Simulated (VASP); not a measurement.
All values below come from r2SCAN meta-GGA with spin-orbit coupling, VASP's PBE PAW potentials (set 64) (plane waves; VASP 6.6.1).

VASP input:

INCAR:
```
SYSTEM = CdS
PREC = Accurate
ENCUT = 400
EDIFF = 1E-6
NELM = 100
ALGO = Normal
LREAL = .FALSE.
LASPH = .TRUE.
ISMEAR = 0
SIGMA = 0.05
METAGGA = R2SCAN
LMIXTAU = .TRUE.
LMAXMIX = 4
LWAVE = .FALSE.
LCHARG = .FALSE.
LSORBIT = .TRUE.
MAGMOM = 0 0 0 0 0 0 0 0 0 0 0 0
GGA_COMPAT = .FALSE.
```

### KPOINTS
```
Automatic mesh
0
Gamma
6 6 3
0 0 0
```

POSCAR:
```
CdS
1
    2.0806356142    -3.6037664216     0.0000000000
    2.0806356142     3.6037664216     0.0000000000
    0.0000000000     0.0000000000     6.7599479117
Cd S
2 2
Direct
  0.6666670000   0.3333330000   0.5000154508
  0.3333330000   0.6666670000   0.0000154508
  0.6666670000   0.3333330000   0.8769845492
  0.3333330000   0.6666670000   0.3769845492
```

### KPOINTS_OPT
```
k-points along high-symmetry lines
5
Line-mode
Reciprocal
  0.000000   0.000000   0.000000 ! GAMMA
  0.000000   0.500000   0.000000 ! M

  0.000000   0.500000   0.000000 ! M
 -0.333333   0.666667   0.000000 ! K

 -0.333333   0.666667   0.000000 ! K
  0.000000   0.000000   0.000000 ! GAMMA

  0.000000   0.000000   0.000000 ! GAMMA
  0.000000   0.000000   0.500000 ! A

  0.000000   0.000000   0.500000 ! A
  0.000000   0.500000   0.500000 ! L

  0.000000   0.500000   0.500000 ! L
 -0.333333   0.666667   0.500000 ! H

 -0.333333   0.666667   0.500000 ! H
  0.000000   0.000000   0.500000 ! A

  0.000000   0.500000   0.500000 ! L
  0.000000   0.500000   0.000000 ! M

 -0.333333   0.666667   0.500000 ! H
 -0.333333   0.666667   0.000000 ! K
```

POTCAR, in this order: Cd S (PBE.64 set). Program: vasp_ncl.

Output of the run:

**OSZICAR**
```
       N       E                     dE             d eps       ncg     rms          rms(c)
DAV:   1     0.175521095871E+03    0.17552E+03   -0.15566E+04  1856   0.125E+03
DAV:   2    -0.553805942124E+02   -0.23090E+03   -0.22549E+03  2084   0.344E+02
DAV:   3    -0.696191817415E+02   -0.14239E+02   -0.14172E+02  2176   0.857E+01
DAV:   4    -0.698058565188E+02   -0.18667E+00   -0.18637E+00  2132   0.945E+00
DAV:   5    -0.698090943076E+02   -0.32378E-02   -0.32373E-02  2100   0.122E+00    0.112E+01
DAV:   6    -0.600073213549E+02    0.98018E+01   -0.73195E+00  2276   0.380E+01    0.122E+01
DAV:   7    -0.597797164834E+02    0.22760E+00   -0.86956E-01  1884   0.931E+00    0.886E+00
DAV:   8    -0.611946350096E+02   -0.14149E+01   -0.61952E-01  1860   0.805E+00    0.149E+00
DAV:   9    -0.589317651976E+02    0.22629E+01   -0.87208E-01  1864   0.687E+00    0.878E-01
DAV:  10    -0.591981552771E+02   -0.26639E+00   -0.99164E-02  1900   0.224E+00    0.637E-01
DAV:  11    -0.594187841403E+02   -0.22063E+00   -0.12848E-01  1936   0.220E+00    0.283E-01
DAV:  12    -0.594227779349E+02   -0.39938E-02   -0.53706E-03  2000   0.616E-01    0.184E-01
DAV:  13    -0.594202147818E+02    0.25632E-02   -0.16394E-02  1880   0.103E+00    0.155E-01
DAV:  14    -0.594316314042E+02   -0.11417E-01   -0.11660E-02  1884   0.710E-01    0.777E-02
DAV:  15    -0.594315862353E+02    0.45169E-04   -0.61722E-04  1976   0.184E-01    0.103E-01
DAV:  16    -0.594316356335E+02   -0.49398E-04   -0.19531E-04  1924   0.995E-02    0.940E-02
DAV:  17    -0.594312348627E+02    0.40077E-03   -0.47406E-04  1900   0.144E-01    0.928E-02
DAV:  18    -0.594315644077E+02   -0.32955E-03   -0.27737E-04  1936   0.983E-02    0.114E-01
DAV:  19    -0.594316331982E+02   -0.68790E-04   -0.27464E-05  1952   0.435E-02    0.810E-02
DAV:  20    -0.594316228708E+02    0.10327E-04   -0.78768E-06  1696   0.160E-02    0.480E-02
DAV:  21    -0.594316177025E+02    0.51683E-05   -0.32192E-06  1712   0.101E-02    0.250E-02
DAV:  22    -0.594316160719E+02    0.16306E-05   -0.10818E-06  1416   0.652E-03    0.175E-02
DAV:  23    -0.594316147514E+02    0.13204E-05   -0.12105E-06  1396   0.578E-03    0.881E-03
DAV:  24    -0.594316140494E+02    0.70202E-06   -0.28960E-07  1000   0.347E-03
   1 F= -.59431614E+02 E0= -.59431614E+02  d E =-.538268E-13  mag=     0.0000     0.0000    -0.0000
       N       E                     dE             ncg
       N       E                     dE             ncg
       N       E                     dE             ncg
```

### OUTCAR
```
------------------------ aborting loop because EDIFF is reached ----------------------------------------
  FORCE on cell =-STRESS in cart. coord.  units (eV):
  Direction    XX          YY          ZZ          XY          YZ          ZX
  --------------------------------------------------------------------------------------
  Total       -0.0054532     -0.0054532      0.0061102      0.0000000      0.0000000      0.0000000
  in kB       -0.0861854     -0.0861854      0.0965696      0.0000000      0.0000000      0.0000000
  external PRESSURE =      -0.0252671 kB  Pullay stress =       0.0000000 kB
  volume of cell :      101.37
      direct lattice vectors                 reciprocal lattice vectors
     2.080635614 -3.603766422  0.000000000     0.240311180 -0.138743731  0.000000000
     2.080635614  3.603766422  0.000000000     0.240311180  0.138743731  0.000000000
     0.000000000  0.000000000  6.759947912     0.000000000  0.000000000  0.147930134
  FREE ENERGIE OF THE ION-ELECTRON SYSTEM (eV)
  ---------------------------------------------------
  free  energy   TOTEN  =       -59.4316140494 eV

  energy  without entropy=      -59.4316140494  energy(sigma->0) =      -59.43161405

 Ion:    1  E_soc:     -0.0538529

 Ion:    2  E_soc:     -0.0538529

 Ion:    3  E_soc:     -0.0019455

 Ion:    4  E_soc:     -0.0019455
```
(Selected blocks of OUTCAR.)

### OUTCAR
```
 val. band max:        0.8790547934   @ k =   0.0000   0.0000   0.0000

 cond. band min:       2.4962389308   @ k =   0.0000   0.0000   0.0000


 Fermi energy:         1.1155738726

 k-point     1 :       0.0000    0.0000    0.0000
  band No.  band energies     occupation
      1     -11.8795      1.00000
      2     -11.8795      1.00000
      3     -11.4644      1.00000
      4     -11.4644      1.00000
      5      -7.2861      1.00000
      6      -7.2861      1.00000
      7      -7.2658      1.00000
      8      -7.2658      1.00000
      9      -7.2239      1.00000
     10      -7.2239      1.00000
     11      -6.8649      1.00000
     12      -6.8649      1.00000
     13      -6.7564      1.00000
     14      -6.7564      1.00000
     15      -6.5906      1.00000
     16      -6.5906      1.00000
     17      -6.4352      1.00000
     18      -6.4352      1.00000
     19      -6.4232      1.00000
     20      -6.4232      1.00000
     21      -6.2735      1.00000
     22      -6.2735      1.00000
     23      -5.9769      1.00000
     24      -5.9769      1.00000
     25      -3.4479      1.00000
     26      -3.4479      1.00000
     27       0.1005      1.00000
     28       0.1005      1.00000
     29       0.1351      1.00000
     30       0.1351      1.00000
     31       0.8166      1.00000
     32       0.8166      1.00000
     33       0.8658      1.00000
     34       0.8658      1.00000
     35       0.8791      1.00000
     36       0.8791      1.00000
     37       2.4962      0.00000
     38       2.4962      0.00000
     39       4.0848      0.00000
     40       4.0848      0.00000
     41       7.6518      0.00000
     42       7.6518      0.00000
     43       7.9769      0.00000
     44       7.9769      0.00000

 k-point     2 :       0.1667    0.0000    0.0000
  band No.  band energies     occupation
      1     -11.7882      1.00000
      2     -11.7882      1.00000
      3     -11.4266      1.00000
      4     -11.4239      1.00000
...
```

The compound is CdS in the wurtzite structure. It was relaxed first.
